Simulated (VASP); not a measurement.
```xyz
2
Lattice="0.0000 2.7366 2.7366 2.7366 0.0000 2.7366 2.7366 2.7366 0.0000" Properties=species:S:1:pos:R:3 pbc="T T T"
Li     0.0000     0.0000     0.0000
Br     2.7366     2.7366     2.7366
```

Computed with optB88-vdW, VASP's PBE PAW potentials (set 64) (plane waves; VASP 6.6.1). Numerical set-up: 520 eV cut-off, 9×9×9 Γ-centred mesh, tetrahedra with Blöchl corrections, potentials Li_sv Br.

Q: What does the run give for the energy per atom (σ→0), band gap (on the k-mesh) with the smallest direct gap where there is one?

A: 
The band gap (on the k-mesh) is 5.08 eV and the smallest direct gap (on the k-mesh) is 5.08 eV. The energy per atom (σ→0) comes out as -2.104 eV/atom.

The absolute energy has meaning only against runs of the same code, potentials and settings.

The compound is LiBr in the rock salt structure. It was relaxed first.
